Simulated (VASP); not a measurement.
# ZnCu2SnSe4: phonons from a supercell, part 2 of 2

Wanted: whether ZnCu2SnSe4 is dynamically stable, and its vibrational spectrum. The start is a computed cell from the Materials Project.

VASP 6.6.1; PBE, no spin polarisation; plane waves and PAW (Sn, Se, Zn, Cu).

So far. Step 2 (Relax the host): The run ended after 3 ionic steps, 0.002 eV below its first step, once forces and stress met EDIFFG = -0.02. The relaxed cell has a = 5.773, c = 11.503 Å (conventional setting).

## 3. Tight relaxation

Force constants are second derivatives, so residual forces and stress must first be far smaller than in an ordinary relaxation. Smearing, mesh and cutoff differ from the relaxation before, which can move the cell too.

Input file INCAR:

```
SYSTEM = ZnCu2SnSe4
PREC = Accurate
ENCUT = 360
EDIFF = 1E-08
NELM = 120
ISMEAR = 1
SIGMA = 0.2
LREAL = .FALSE.
ALGO = Fast
GGA = PE
NBANDS = 39
LASPH = .TRUE.
LORBIT = 11
LWAVE = .FALSE.
LCHARG = .FALSE.
KPAR = 4
IBRION = 1
NSW = 30
ISIF = 3
EDIFFG = -0.002
POTIM = 0.4
```

Input file POSCAR:

```
ZnCu2SnSe4
1.0
   -2.8867219549      2.8867219507      5.7515885116
    2.8867219549     -2.8867219507      5.7515885116
    2.8867219507      2.8867219549     -5.7515885116
Sn Se Zn Cu
1 4 1 2
Direct
    0.5000000000      0.5000000000      0.0000000000
    0.3621465008      0.8896024358      0.9914510387
    0.8981513972      0.3706954621      0.0085489613
    0.1103975642      0.1018486028      0.4725440649
    0.6293045379      0.6378534992      0.5274559351
    0.7500000000      0.2500000000      0.5000000000
    0.0000000000      0.0000000000      0.0000000000
    0.2500000000      0.7500000000      0.5000000000
```

Input file KPOINTS:

```
Automatic mesh
0
Gamma
8 8 8
0 0 0
```

The projector-augmented-wave data sets are Sn, Se, Zn and Cu (PBE family, release 64).

On the command line:

```console
$ mpirun -np 4 vasp_std
```

The log of the run:

```text
[... set-up lines as in an earlier step ...]
 entering main loop
       N       E                     dE             d eps       ncg     rms          rms(c)
DAV:   1     0.448875457099E+03    0.44888E+03   -0.20750E+04  6084   0.127E+03
DAV:   2     0.253065065856E+02   -0.42357E+03   -0.40599E+03  6217   0.329E+02
DAV:   3    -0.286312523072E+02   -0.53938E+02   -0.52539E+02  8424   0.135E+02
DAV:   4    -0.313376044602E+02   -0.27064E+01   -0.26835E+01  8095   0.306E+01
DAV:   5    -0.314349674194E+02   -0.97363E-01   -0.97273E-01  7783   0.553E+00    0.122E+01
RMM:   6    -0.314383545616E+02   -0.33871E-02   -0.28097E+01  6105   0.533E+01    0.923E+00
RMM:   7    -0.296287696528E+02    0.18096E+01   -0.83119E+00  6503   0.316E+01    0.385E+00
RMM:   8    -0.296305441529E+02   -0.17745E-02   -0.13405E+00  6775   0.867E+00    0.200E+00
RMM:   9    -0.296097866156E+02    0.20758E-01   -0.36581E-01  6916   0.548E+00    0.768E-01
RMM:  10    -0.296062377716E+02    0.35488E-02   -0.93929E-02  6517   0.233E+00    0.278E-01
RMM:  11    -0.296100760611E+02   -0.38383E-02   -0.49909E-02  8252   0.101E+00    0.196E-01
RMM:  12    -0.296102379471E+02   -0.16189E-03   -0.33867E-03  7274   0.278E-01    0.961E-02
RMM:  13    -0.296103894969E+02   -0.15155E-03   -0.10945E-03  6450   0.254E-01    0.507E-02
RMM:  14    -0.296103574655E+02    0.32031E-04   -0.43146E-04  6429   0.215E-01    0.224E-02
RMM:  15    -0.296103770195E+02   -0.19554E-04   -0.23566E-04  7503   0.755E-02    0.914E-03
RMM:  16    -0.296103780863E+02   -0.10667E-05   -0.46563E-05  7326   0.283E-02    0.416E-03
RMM:  17    -0.296103789036E+02   -0.81734E-06   -0.67304E-06  8140   0.110E-02    0.460E-03
RMM:  18    -0.296103786340E+02    0.26955E-06   -0.16124E-06  7228   0.630E-03    0.122E-03
RMM:  19    -0.296103785599E+02    0.74157E-07   -0.30414E-07  6439   0.364E-03    0.700E-04
RMM:  20    -0.296103786095E+02   -0.49581E-07   -0.10620E-07  5660   0.148E-03    0.314E-04
RMM:  21    -0.296103786327E+02   -0.23211E-07   -0.31723E-08  4595   0.169E-03    0.219E-04
RMM:  22    -0.296103786456E+02   -0.12899E-07   -0.12568E-08  3800   0.122E-03    0.194E-04
RMM:  23    -0.296103786409E+02    0.46766E-08   -0.46162E-09  3674   0.735E-04
   1 F= -.29610379E+02 E0= -.29612490E+02  d E =-.296104E+02
 BRION: g(F)=  0.633E-04 g(S)=  0.106E-03
 bond charge predicted
       N       E                     dE             d eps       ncg     rms          rms(c)
DAV:   1    -0.296112825351E+02   -0.90389E-03   -0.16131E-02  7812   0.176E+00    0.232E-01
RMM:   2    -0.296109486568E+02    0.33388E-03   -0.81225E-03  6109   0.948E-01    0.136E-01
RMM:   3    -0.296105297533E+02    0.41890E-03   -0.22299E-03  6821   0.518E-01    0.588E-02
RMM:   4    -0.296105142992E+02    0.15454E-04   -0.40822E-04  7807   0.105E-01    0.215E-02
RMM:   5    -0.296105116953E+02    0.26039E-05   -0.35592E-05  6840   0.343E-02    0.130E-02
RMM:   6    -0.296105106223E+02    0.10730E-05   -0.94054E-06  6799   0.172E-02    0.290E-03
RMM:   7    -0.296105107305E+02   -0.10820E-06   -0.21826E-06  7455   0.993E-03    0.135E-03
RMM:   8    -0.296105106741E+02    0.56400E-07   -0.60031E-07  6800   0.388E-03    0.953E-04
RMM:   9    -0.296105105719E+02    0.10222E-06   -0.16885E-07  6246   0.245E-03    0.468E-04
RMM:  10    -0.296105105734E+02   -0.14716E-08   -0.37532E-08  4475   0.138E-03
   2 F= -.29610511E+02 E0= -.29612607E+02  d E =-.131932E-03
[...]
3 F= -.29610553E+02 E0= -.29612647E+02  d E =-.421326E-04
[...]
4 F= -.29610666E+02 E0= -.29612753E+02  d E =-.113231E-03
[...]
5 F= -.29610671E+02 E0= -.29612759E+02  d E =-.521841E-05
 BRION: g(F)=  0.480E-05 g(S)=  0.300E-06 retain N=  1 mean eig= 5.50
 eig:   5.500
 bond charge predicted
       N       E                     dE             d eps       ncg     rms          rms(c)
DAV:   1    -0.296107026920E+02   -0.31533E-04   -0.15321E-03  8873   0.309E-01    0.463E-02
RMM:   2    -0.296106908816E+02    0.11810E-04   -0.25918E-04  6436   0.164E-01    0.268E-02
RMM:   3    -0.296106791842E+02    0.11697E-04   -0.76668E-05  6734   0.947E-02    0.154E-02
RMM:   4    -0.296106771915E+02    0.19927E-05   -0.22870E-05  7721   0.272E-02    0.585E-03
RMM:   5    -0.296106770142E+02    0.17722E-06   -0.27829E-06  6852   0.842E-03    0.328E-03
RMM:   6    -0.296106769722E+02    0.42047E-07   -0.60157E-07  6344   0.659E-03    0.164E-03
RMM:   7    -0.296106769505E+02    0.21741E-07   -0.29385E-07  5905   0.472E-03    0.417E-04
RMM:   8    -0.296106769679E+02   -0.17406E-07   -0.13088E-07  5002   0.139E-03    0.232E-04
RMM:   9    -0.296106769903E+02   -0.22478E-07   -0.29589E-08  4310   0.126E-03    0.189E-04
RMM:  10    -0.296106769924E+02   -0.21000E-08   -0.59821E-09  3655   0.747E-04
   6 F= -.29610677E+02 E0= -.29612768E+02  d E =-.583757E-05
 BRION: g(F)=  0.576E-06 g(S)=  0.872E-06 retain N=  1 mean eig= 2.45
 eig:   2.446
 reached required accuracy - stopping structural energy minimisation
```

It took 14 min on 4 MPI ranks of AMD EPYC 7R43, shared host; peak memory 2.2 GiB; 57 min of CPU time.

OUTCAR, selected parts (step 3):

```text
  LATTYP: Found a body centered tetragonal cell.
 ALAT       =     5.7734439056
 C/A-ratio  =     1.9924289923

The static configuration has the point symmetry S_4 .

 Found     78 irreducible k-points:

   k-points           NKPTS =     78   k-points in BZ     NKDIM =     78   number of bands    NBANDS=     39

   ENCUT  =  360.0 eV  26.46 Ry    5.14 a.u.  10.91 10.91 10.91*2*pi/ulx,y,z

   NELECT =      62.0000    total number of electrons

 E-fermi :   3.2280

 k-point     1 :       0.0000    0.0000    0.0000
  band No.  band energies     occupation
    ...
     28       1.7271      2.00000
     29       2.9162      2.04994
     30       3.1946      1.27859
     31       3.1946      1.27858
     32       3.2252      1.02366
     33       4.9795     -0.00000
     34       5.4599     -0.00000
     35       6.5812     -0.00000
     36       6.5812     -0.00000
     37       7.6333      0.00000
    ...

 k-point     2 :       0.1250   -0.0000    0.0000
  band No.  band energies     occupation
    ...
     27       1.6566      2.00000
     28       1.7818      2.00000
     29       2.4599      2.00000
     30       3.0595      2.00016
     31       3.1570      1.56087
     32       3.6817     -0.00611
     33       5.2024     -0.00000
     34       5.6159     -0.00000
     35       6.4458     -0.00000
     36       6.4798     -0.00000
    ...

  Total       -0.0051762     -0.0051762     -0.0112756     -0.0000001      0.0000000      0.0000000
  in kB       -0.0433018     -0.0433018     -0.0943271     -0.0000007      0.0000000      0.0000000
  external PRESSURE =      -0.0603102 kB  Pullay stress =       0.0000000 kB

  energy-cutoff  :      360.00
  volume of cell :      191.52
      direct lattice vectors                 reciprocal lattice vectors
    -2.882071677  2.882071635  5.764255504    -0.000000001  0.173486318  0.086741471
     2.882071677 -2.882071635  5.764255504     0.173486318  0.000000001  0.086741471
     2.882071635  2.882071677 -5.764255504     0.173486317  0.173486319  0.000000000

 POSITION                                       TOTAL-FORCE (eV/Angst)
 -----------------------------------------------------------------------------------
     -0.00000      0.00000      5.76426         0.000000      0.000000     -0.000000
      4.37683      1.33405      1.49984         0.000456      0.001877     -0.000030
     -1.49476      1.54803      7.26409        -0.000456     -0.001877     -0.000030
      1.33405      1.38731     -1.49984         0.001877     -0.000456      0.000030
      1.54803      1.49476      4.26442        -0.001877      0.000456      0.000030
     -0.00000      2.88207      2.88213         0.000000      0.000000     -0.000000
      0.00000      0.00000     -0.00000         0.000000      0.000000     -0.000000
      2.88207      0.00000      2.88213         0.000000      0.000000     -0.000000
 -----------------------------------------------------------------------------------
    total drift:                                0.000043      0.000042      0.000039

  FREE ENERGIE OF THE ION-ELECTRON SYSTEM (eV)
  ---------------------------------------------------
  free  energy   TOTEN  =       -29.6106769924 eV

  energy  without entropy=      -29.6169487450  energy(sigma->0) =      -29.61276758

 total charge
# of ion       s       p       d       tot
------------------------------------------
    1        1.383   1.471   0.215   3.069
    2        1.454   2.345   0.042   3.841
    3        1.454   2.345   0.042   3.841
    4        1.454   2.345   0.042   3.841
    5        1.454   2.345   0.042   3.841
    6        0.538   0.410   9.775  10.722
    7        0.363   0.319   9.256   9.938
    8        0.364   0.325   9.256   9.945
--------------------------------------------------
tot          8.463  11.904  28.670  49.037

[... 3 parts as in an earlier step ...]

[... 7 further parts left out ...]
```

Relaxation path:

| step | energy less that of the first step (eV) | largest force (eV/Å) | pressure (GPa) | volume (Å³) |
| --- | --- | --- | --- | --- |
| 1 | 0.0000 | 0.0203 | -0.06 | 191.72 |
| 2 | -0.0001 | 0.0152 | 0.00 | 191.53 |
| 3 | -0.0002 | 0.0124 | 0.00 | 191.52 |
| 4 | -0.0003 | 0.0069 | 0.00 | 191.48 |
| 5 | -0.0003 | 0.0056 | 0.00 | 191.49 |
| 6 | -0.0003 | 0.0019 | -0.01 | 191.52 |

| conventional cell, symmetrised | before | after | change |
| --- | --- | --- | --- |
| a (Å) | 5.773 | 5.764 | -0.2 % |
| b (Å) | 5.773 | 5.764 | -0.2 % |
| c (Å) | 11.503 | 11.529 | +0.2 % |
| volume (Å³/atom) | 23.96 | 23.94 | -0.1 % |

The relaxed structure:

```xyz
8
Lattice="-2.8821 2.8821 5.7643 2.8821 -2.8821 5.7643 2.8821 2.8821 -5.7643" Properties=species:S:1:pos:R:3 pbc="T T T"
Sn    0.0000    0.0000    5.7643
Se    4.3768    1.3340    1.4998
Se   -1.4948    1.5480    7.2641
Se    1.3340    1.3873   -1.4998
Se    1.5480    1.4948    4.2644
Zn    0.0000    2.8821    2.8821
Cu    0.0000    0.0000    0.0000
Cu    2.8821    0.0000    2.8821
```

This step gave:

| Quantity | Value |
| --- | --- |
| electronic cycles | 68 |
| free energy (TOTEN) | -29.61 eV |
| energy at zero smearing | -29.61 eV |
| Fermi energy | 3.228 eV |
| pressure | -0.006031 GPa |
| labelled metallic, from the levels on this mesh | yes |

The run ended after 6 ionic steps, 0.000 eV below its first step, once forces and stress met EDIFFG = -0.002.

## 4. Force constants in the supercell

System of this step: ZnCu2SnSe4. The structure is tetragonal, space group I-4 (No. 82). The conventional cell has a = 5.764 Å, b = 5.764 Å, c = 11.529 Å, α = 90.00°, β = 90.00°, γ = 90.00°. Nearest to Sn lie 4 Se at 2.62 Å. Nearest to Se lie 2 Cu at 2.43 to 2.44 Å and 1 Zn at 2.50 Å and 1 Sn at 2.62 Å. Zn has 4 Se at 2.50 Å nearest. Cu has 4 Se at 2.44 Å nearest. Nearest to Cu lie 4 Se at 2.43 Å. Farther neighbours and most contacts between anions are not listed.

Each independent atom is moved by 0.015 Å both ways; the forces give the force constants out to half the supercell.

Input file INCAR:

```
SYSTEM = ZnCu2SnSe4
PREC = Accurate
ENCUT = 360
EDIFF = 1E-07
NELM = 120
ISMEAR = 1
SIGMA = 0.2
LREAL = .FALSE.
ALGO = Fast
GGA = PE
NBANDS = 148
LASPH = .TRUE.
LWAVE = .FALSE.
LCHARG = .FALSE.
KPAR = 4
IBRION = 6
NSW = 1
NFREE = 2
POTIM = 0.015
ISIF = 0
ADDGRID = .TRUE.
```

Input file POSCAR:

```
ZnCu2SnSe4
1.0
    0.0000000000      0.0000000000     11.5285110072
    5.7641433530     -5.7641432696      0.0000000000
    5.7641432696      5.7641433530    -11.5285110072
Sn Se Zn Cu
4 16 4 8
Direct
    0.5000000000      0.0000000000      0.0000000000
    0.5000000000      0.0000000000      0.5000000000
    0.0000000000      0.5000000000      0.0000000000
    0.0000000000      0.5000000000      0.5000000000
    0.6254779412      0.2639409940      0.4953796785
    0.6254779411      0.2639409941      0.9953796784
    0.1254779411      0.7639409940      0.4953796784
    0.1254779412      0.7639409940      0.9953796784
    0.6347185843      0.7360590059      0.0046203215
    0.6347185843      0.7360590059      0.5046203216
    0.1347185843      0.2360590059      0.0046203215
    0.1347185843      0.2360590059      0.5046203216
    0.1059607432      0.9953796784      0.2360590059
    0.1059607432      0.9953796784      0.7360590059
    0.6059607432      0.4953796784      0.2360590059
    0.6059607432      0.4953796784      0.7360590059
    0.6338427314      0.0046203216      0.2639409941
    0.6338427313      0.0046203215      0.7639409941
    0.1338427314      0.5046203215      0.2639409941
    0.1338427313      0.5046203215      0.7639409941
    0.5000000000      0.7500000000      0.2500000000
    0.5000000000      0.7500000000      0.7500000000
    0.0000000000      0.2500000000      0.2500000000
    0.0000000000      0.2500000000      0.7500000000
    0.0000000000      0.0000000000      0.0000000000
    0.0000000000      0.0000000000      0.5000000000
    0.5000000000      0.5000000000      0.0000000000
    0.5000000000      0.5000000000      0.5000000000
    0.5000000000      0.2500000000      0.2500000000
    0.5000000000      0.2500000000      0.7500000000
    0.0000000000      0.7500000000      0.2500000000
    0.0000000000      0.7500000000      0.7500000000
```

Input file KPOINTS:

```
Automatic mesh
0
Gamma
5 5 5
0 0 0
```

On the command line:

```console
$ mpirun -np 4 vasp_std
```

The log of the run:

```text
[banner, memory and clock lines left out]
running    4 mpi-ranks, on    1 nodes
[...]
|                                                                             |
|               ----> ADVICE to this user running VASP <----                  |
|                                                                             |
|     You have a (more or less) 'large supercell' and for larger cells it     |
|     might be more efficient to use real-space projection operators.         |
|     Therefore, try LREAL= Auto in the INCAR file.                           |
|     Mind: For very accurate calculation, you might also keep the            |
|     reciprocal projection scheme (i.e. LREAL=.FALSE.).                      |
|                                                                             |

 LDA part: xc-table for (Slater+PW92), standard interpolation
 POSCAR, INCAR and KPOINTS ok, starting setup
[...]
entering main loop
       N       E                     dE             d eps       ncg     rms          rms(c)
DAV:   1     0.202977597087E+04    0.20298E+04   -0.79563E+04  6216   0.135E+03
DAV:   2     0.244519175400E+03   -0.17853E+04   -0.17206E+04  6264   0.366E+02
DAV:   3    -0.916392603426E+02   -0.33616E+03   -0.32311E+03  8160   0.177E+02
DAV:   4    -0.124935186987E+03   -0.33296E+02   -0.32566E+02  9328   0.623E+01
[...]
RMM:  19    -0.118439288984E+03    0.25202E-05   -0.82630E-06  5900   0.133E-02    0.229E-03
RMM:  20    -0.118439289596E+03   -0.61248E-06   -0.40069E-06  5746   0.330E-03    0.205E-03
RMM:  21    -0.118439289677E+03   -0.80243E-07   -0.85578E-07  5103   0.172E-03
   1 F= -.11843929E+03 E0= -.11844723E+03  d E =0.238133E-01
[... from here on, the cycles between the ionic steps are left out ...]
   2 F= -.11843821E+03 E0= -.11844615E+03  d E =0.238155E-01
   3 F= -.11843821E+03 E0= -.11844615E+03  d E =0.238157E-01
   4 F= -.11843818E+03 E0= -.11844612E+03  d E =0.238139E-01
   5 F= -.11843818E+03 E0= -.11844612E+03  d E =0.238139E-01
   6 F= -.11843848E+03 E0= -.11844643E+03  d E =0.238485E-01
 Finite differences progress:
  Degree of freedom:   3/ 11
  Displacement:        1/  2
  Total:               5/ 22
[...]
N       E                     dE             d eps       ncg     rms          rms(c)
DAV:   1    -0.118435647454E+03    0.28344E-02   -0.50263E-01 19004   0.135E+00    0.237E-01
RMM:   2    -0.118437878682E+03   -0.22312E-02   -0.25654E-02 22662   0.628E-01    0.825E-02
RMM:   3    -0.118438501790E+03   -0.62311E-03   -0.74070E-03 22824   0.267E-01    0.854E-02
RMM:   4    -0.118438497598E+03    0.41926E-05   -0.11525E-03 23315   0.121E-01    0.498E-02
RMM:   5    -0.118438496312E+03    0.12852E-05   -0.35765E-04 21638   0.414E-02    0.165E-02
RMM:   6    -0.118438501188E+03   -0.48756E-05   -0.69897E-05 23711   0.261E-02
```

Elapsed: 2.4 h, on 4 MPI ranks.

The run was stopped at its time limit, so it gives no result of its own.

## 5. Outcome

```json
{
  "result": "none"
}
```

**Reading.** The session ends without its result: «force constants in the supercell» met its time limit.

[Lines on the potential files, build, host, timing and source positions are cut from VASP's logs without a mark.]

[Logs are printed without paths, hosts, clocks, repeated set-up lines and the standing remarks that a program may print on its own settings, such as how far it seeks lower states.]

[Hosts, paths, dates, database ids (printed as entryN), source tags and the programs' standing remarks are cut or masked in the printed files.]

[Runs that stopped without an error message from VASP are left out.]
